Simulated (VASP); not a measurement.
# WF2 (P4_2/mnm) in VASP: single point with r2SCAN

Aim: the single point of WF2 with r2SCAN.

Program: VASP 6.6.1. These are calculated values, not measurements. Logs are shortened: lines on timing, memory, paths and dates and some standing lists are left out, and cuts for length are marked.

## 1. Starting point

Symmetry: P4_2/mnm, No. 136, tetragonal system. The conventional cell has a = 5.148 Å, b = 5.148 Å, c = 2.934 Å, α = 90.00°, β = 90.00°, γ = 90.00°. Around W (site symmetry mmm) lie 6 F at 2.07 to 2.18 Å. F (site symmetry m2m) has 3 W at 2.07 to 2.18 Å as nearest neighbours.

The cell was built by a generator and needn't be a form met in nature.

## 2. Single point, r2SCAN

POSCAR

```
WF2
1.0
    5.1480970000      0.0000000000      0.0000000000
    0.0000000000      5.1480970000      0.0000000000
    0.0000000000      0.0000000000      2.9342030000
W F
2 4
Direct
    0.0000000000      0.0000000000      0.0000000000
    0.5000000000      0.5000000000      0.5000000000
    0.3000000000      0.3000000000      0.0000000000
    0.2000000000      0.8000000000      0.5000000000
    0.7000000000      0.7000000000      0.0000000000
    0.8000000000      0.2000000000      0.5000000000
```

INCAR.step1

```
PREC = Accurate
ENCUT = 520
ISMEAR = -5
SIGMA = 0.1
LREAL = False
LASPH = True
NELM = 60
LMAXMIX = 4
NBANDS = 37
GGA = PE
ALGO = Normal
EDIFF = 1E-4
LWAVE = True
LCHARG = False
```

INCAR.step2

```
PREC = Accurate
ENCUT = 520
EDIFF = 1E-6
ISMEAR = -1
SIGMA = 0.1
LREAL = False
LASPH = True
NELM = 60
ALGO = Normal
ISIF = 2
LWAVE = False
LCHARG = False
LMAXMIX = 4
METAGGA = R2SCAN
LMIXTAU = True
LORBIT = 11
NBANDS = 37
ISTART = 1
```

KPOINTS

```
Automatic mesh
0
Gamma
  7 7 11
```

Potentials or basis: VASP PAW PBE potentials, release 64 (W_sv, F).

Run with:

```bash
$ cat potpaw_PBE.64/W_sv/POTCAR potpaw_PBE.64/F/POTCAR > POTCAR
$ cp INCAR.step1 INCAR
$ mpirun -np 1 vasp_std > vasp.out
$ cp INCAR.step2 INCAR
$ mpirun -np 1 vasp_std > vasp.out
```

OUTCAR:

```text
PREC = Accurate
   ENCUT = 520
   EDIFF = 1E-6
   ISMEAR = -1
   LREAL = False
   LASPH = True
   NELM = 60
   ISIF = 2
   METAGGA = R2SCAN
   LORBIT = 11
   ISTART = 1

 ion  position               nearest neighbor table
   1  0.000  0.000  0.000-   4 2.07   6 2.07   4 2.07   6 2.07   5 2.18   3 2.18
   2  0.500  0.500  0.500-   3 2.07   5 2.07   3 2.07   5 2.07   4 2.18   6 2.18
   3  0.300  0.300  0.000-   2 2.07   2 2.07   1 2.18
   4  0.200  0.800  0.500-   1 2.07   1 2.07   2 2.18
   5  0.700  0.700  0.000-   2 2.07   2 2.07   1 2.18
   6  0.800  0.200  0.500-   1 2.07   1 2.07   2 2.18

  LATTYP: Found a simple tetragonal cell.
 ALAT       =     5.1480970000
 C/A-ratio  =     0.5699587634

  Lattice vectors:

 A1 = (   5.1480970000,   0.0000000000,   0.0000000000)
 A2 = (   0.0000000000,   5.1480970000,   0.0000000000)
 A3 = (   0.0000000000,   0.0000000000,   2.9342030000)

Analysis of symmetry for initial positions (statically):
=====================================================================
 Subroutine PRICEL returns:
 Original cell was already a primitive cell.

 Routine SETGRP: Setting up the symmetry group for a
 simple tetragonal supercell.

 Subroutine GETGRP returns: Found 16 space group operations
 (whereof  8 operations were pure point group operations)
 out of a pool of 16 trial point group operations.

The static configuration has the point symmetry D_2h.
 The point group associated with its full space group is D_4h.

Analysis of symmetry for dynamics (positions and initial velocities):
=====================================================================
 Subroutine PRICEL returns:
 Original cell was already a primitive cell.

 Routine SETGRP: Setting up the symmetry group for a
 simple tetragonal supercell.

 Subroutine GETGRP returns: Found 16 space group operations
 (whereof  8 operations were pure point group operations)
 out of a pool of 16 trial point group operations.

The dynamic configuration has the point symmetry D_2h.
 The point group associated with its full space group is D_4h.

 Subroutine INISYM returns: Found 16 space group operations
 (whereof  8 operations are pure point group operations),
 and found     1 'primitive' translations

----------------------------------------------------------------------------------------

                                     Primitive cell

  volume of cell :      77.7649

  direct lattice vectors                    reciprocal lattice vectors
     5.148097000  0.000000000  0.000000000     0.194246534  0.000000000  0.000000000
     0.000000000  5.148097000  0.000000000     0.000000000  0.194246534  0.000000000
     0.000000000  0.000000000  2.934203000     0.000000000  0.000000000  0.340808049

  length of vectors
     5.148097000  5.148097000  2.934203000     0.194246534  0.194246534  0.340808049

  position of ions in fractional coordinates (direct lattice)
     0.000000000  0.000000000  0.000000000
     0.500000000  0.500000000  0.500000000
     0.300000000  0.300000000  0.000000000
     0.200000000  0.800000000  0.500000000
     0.700000000  0.700000000  0.000000000
     0.800000000  0.200000000  0.500000000

  ion indices of the primitive-cell ions
   primitive index   ion index
                 1           1
                 2           2
                 3           3
                 4           4
                 5           5
                 6           6

----------------------------------------------------------------------------------------

 KPOINTS: Automatic mesh

Automatic generation of k-mesh.
 Grid dimensions read from file:
 generate k-points for:    7    7   11

 Generating k-lattice:

  Cartesian coordinates                     Fractional coordinates (reciprocal lattice)
     0.027749505  0.000000000  0.000000000     0.142857143  0.000000000  0.000000000
     0.000000000  0.027749505  0.000000000     0.000000000  0.142857143  0.000000000
     0.000000000  0.000000000  0.030982550     0.000000000  0.000000000  0.090909091

  Length of vectors
     0.027749505  0.027749505  0.030982550

  Shift w.r.t. Gamma in fractional coordinates (k-lattice)
     0.000000000  0.000000000  0.000000000

 Subroutine IBZKPT returns following result:
 ===========================================

 Found     60 irreducible k-points:

 Following reciprocal coordinates:
            Coordinates               Weight
  0.000000  0.000000  0.000000      1.000000
  0.142857  0.000000  0.000000      4.000000
  0.285714  0.000000  0.000000      4.000000
  0.428571  0.000000  0.000000      4.000000
  0.142857  0.142857  0.000000      4.000000
  0.285714  0.142857  0.000000      8.000000
[... 16 lines left out ...]
  0.285714  0.000000  0.181818      8.000000
  0.428571  0.000000  0.181818      8.000000
 [... further k-points ...]
   k-points           NKPTS =     60   k-points in BZ     NKDIM =     60   number of bands    NBANDS=     37
   number of dos      NEDOS =    301   number of ions     NIONS =      6
   total plane-waves  NPLWV =  38400
   dimension x,y,z NGX =    40 NGY =   40 NGZ =   24
   dimension x,y,z NGXF=    80 NGYF=   80 NGZF=   48
   ions per type =               2   4
   NGX,Y,Z   is equivalent  to a cutoff of  12.92, 12.92, 13.60 a.u.
   NGXF,Y,Z  is equivalent  to a cutoff of  25.83, 25.83, 27.20 a.u.
 SYSTEM =  unknown system
   PREC   = accura    normal or accurate (medium, high low for compatibility)
   ISTART =      1    job   : 0-new  1-cont  2-samecut
   ICHARG =      0    charge: 1-file 2-atom 10-const
   ISPIN  =      1    spin polarized calculation?
   LNONCOLLINEAR =      F non collinear calculations
   LSORBIT =      F    spin-orbit coupling
   LASPH  =      T    aspherical Exc in radial PAW
   ENCUT  =  520.0 eV  38.22 Ry    6.18 a.u.   9.57  9.57  5.46*2*pi/ulx,y,z
   NELM   =     60;   NELMIN=  2; NELMDL=  0     # of ELM steps
   EDIFF  = 0.1E-05   stopping-criterion for ELM
   LREAL  =      F    real-space projection
[... 7 lines left out ...]
   TEBEG  =    0.0;   TEEND  =   0.0 temperature during run
   PSTRESS=    0.0 pullay stress
   NELECT =      56.0000    total number of electrons
   NUPDOWN=      -1.0000    fix difference up-down
   EMIN   =  10.00;   EMAX   =-10.00  energy-range for DOS
   EFERMI =   0.00;   METHOD = LEGACY
   ISMEAR =    -1;   SIGMA  =   0.10  broadening in eV -4-tet -1-fermi 0-gaus
   EFERMI_NEDOS =   21; number of points for ismear=-14 and -15
   IALGO  =     38    algorithm
   IMIX   =      4    mixing-type and parameters
     AMIX     =   0.40;   BMIX     =  1.00
     AMIX_MAG =   1.60;   BMIX_MAG =  1.00
  volume/ion in A,a.u.               =      12.96        87.46
  Fermi-wavevector in a.u.,A,eV,Ry     =   1.467381  2.772949 29.296171  2.153208
  Thomas-Fermi vector in A             =   2.583006
   LORBIT       =     11    0 simple, 1 ext, 2 COOP (PROOUT), +10 PAW based schemes
   METAGGA = R2SCAN    functional components
   LHFCALC =     F    Hartree Fock is set to
   AEXX    =    0.0000 exact exchange contribution
   IVDW    =     0    specifies the selected vdW correction
   LEPSILON=     F    determine dielectric tensor
   LRPA    =     F    only Hartree local field effects (RPA)
 non-spin polarized calculation
  energy-cutoff  :      520.00
  volume of cell :       77.76
 maximum number of plane-waves:      2115
 NGX is ok and might be reduce to    40

 number of electron      56.0000031 magnetization

 Free energy of the ion-electron system (eV)
  ---------------------------------------------------
  ext. energy  EPLUGINS =         0.00000000
  ---------------------------------------------------
  free energy    TOTEN  =      -119.42369520 eV

  energy without entropy =     -119.26091388  energy(sigma->0) =     -119.34230454

 E-fermi :   7.1157     XC(G=0): -11.5090

 val. band max:        7.1102501449   @ k =   0.4286   0.0000   0.0000
 cond. band min:       7.1336146856   @ k =   0.4286   0.1429   0.0000
 fundamental gap:      0.0233645407
 Fermi energy:         7.1156637827

 k-point     1 :       0.0000    0.0000    0.0000
  band No.  band energies     occupation
      1     -69.7289      2.00000
      2     -69.7266      2.00000
      3     -33.6273      2.00000
      4     -33.6273      2.00000
      5     -33.3565      2.00000
      6     -33.3565      2.00000
[... 29 lines left out ...]
     36      12.5178      0.00000
     37      12.5178      0.00000

 k-point     2 :       0.1429    0.0000    0.0000
  band No.  band energies     occupation
      1     -69.7288      2.00000
      2     -69.7267      2.00000
      3     -33.6243      2.00000
      4     -33.6242      2.00000
      5     -33.3600      2.00000
      6     -33.3598      2.00000
[... 29 lines left out ...]
     36      11.6604      0.00000
     37      12.7563      0.00000

 k-point     3 :       0.2857    0.0000    0.0000
  band No.  band energies     occupation
      1     -69.7285      2.00000
      2     -69.7270      2.00000
      3     -33.6174      2.00000
      4     -33.6172      2.00000
      5     -33.3680      2.00000
      6     -33.3678      2.00000
[... 29 lines left out ...]
     36      10.7756      0.00000
     37      13.2959      0.00000
[... 761 lines left out ...]
 k-point    23 :       0.2857    0.0000    0.1818
  band No.  band energies     occupation
      1     -69.7195      2.00000
      2     -69.7183      2.00000
      3     -33.5641      2.00000
      4     -33.5633      2.00000
      5     -33.4487      2.00000
      6     -33.4448      2.00000
[... 29 lines left out ...]
     36      11.9231      0.00000
     37      14.4250      0.00000

 k-point    24 :       0.4286    0.0000    0.1818
  band No.  band energies     occupation
      1     -69.7191      2.00000
      2     -69.7187      2.00000
      3     -33.5588      2.00000
      4     -33.5583      2.00000
      5     -33.4511      2.00000
      6     -33.4501      2.00000
[... 29 lines left out ...]
     36      11.3810      0.00000
     37      14.4506      0.00000

 [... further k-points ...]
[... 5 lines left out ...]
  --------------------------------------------------------------------------------------
  -------------------------------------------------------------------------------------
  Total        8.8997057      8.8997057     -2.5495398     -0.0000000      0.0000000      0.0000000
  in kB      183.3591669    183.3591669    -52.5277467     -0.0000000      0.0000000      0.0000000
  external PRESSURE =     104.7301957 kB  Pullay stress =       0.0000000 kB

 VOLUME and BASIS-vectors are now :
 -----------------------------------------------------------------------------
  energy-cutoff  :      520.00
  volume of cell :       77.76
      direct lattice vectors                 reciprocal lattice vectors
     5.148097000  0.000000000  0.000000000     0.194246534  0.000000000  0.000000000
     0.000000000  5.148097000  0.000000000     0.000000000  0.194246534  0.000000000
     0.000000000  0.000000000  2.934203000     0.000000000  0.000000000  0.340808049

 POSITION                                       TOTAL-FORCE (eV/Angst)
 -----------------------------------------------------------------------------------
      0.00000      0.00000      0.00000         0.000000      0.000000      0.000000
      2.57405      2.57405      1.46710         0.000000      0.000000      0.000000
      1.54443      1.54443      0.00000        -2.106977     -2.106977      0.000000
      1.02962      4.11848      1.46710         2.106977     -2.106977     -0.000000
      3.60367      3.60367      0.00000         2.106977      2.106977     -0.000000
      4.11848      1.02962      1.46710        -2.106977      2.106977      0.000000
 -----------------------------------------------------------------------------------
    total drift:                               -0.000000      0.000000      0.000000

  FREE ENERGIE OF THE ION-ELECTRON SYSTEM (eV)
  ---------------------------------------------------
  free  energy   TOTEN  =      -119.4236951979 eV

  energy  without entropy=     -119.2609138803  energy(sigma->0) =     -119.34230454

 total charge

# of ion       s       p       d       tot
------------------------------------------
    1        2.180   6.154   3.581  11.914
    2        2.180   6.154   3.581  11.914
    3        1.739   4.407   0.000   6.146
    4        1.739   4.407   0.000   6.146
    5        1.739   4.407   0.000   6.146
    6        1.739   4.407   0.000   6.146
--------------------------------------------------
tot         11.317  29.935   7.161  48.414
```

Run time: 3.5 min. Hardware: 1 thread of Intel Xeon 6975P-C (Granite Rapids), shared host; peak memory 0.28 GiB.

What came out:

* Free energy: -119.4237 eV
* Pressure: 10.5 GPa
* Largest force: 2.980 eV/Å
* Band gap on the k mesh: none (metal or under the smearing width)
* Valence electrons inside the program's atomic spheres: W 11.91; F 6.15

Forces in eV/Å, atoms in the order of the input:
```
W    0.000  0.000  0.000
W    0.000  0.000  0.000
F   -2.107 -2.107  0.000
F    2.107 -2.107  0.000
F    2.107  2.107  0.000
F   -2.107  2.107  0.000
```

Stress tensor (GPa, compression positive):
```
18.34  0.00  0.00
 0.00 18.34  0.00
 0.00  0.00 -5.25
```

Levels at points of the mesh, in eV from the Fermi level:
```tsv
k point	band 25	band 26	band 27	band 28	band 29	band 30	band 31	band 32
(0.00, 0.00, 0.00)	-2.51	-2.34	-0.80	-0.52	0.58	0.58	0.71	1.26
```

Caveat: the PAW data sets were made with another functional, which shifts forces and pressure a little. The run has no spin-orbit coupling, so splittings on W are missing.
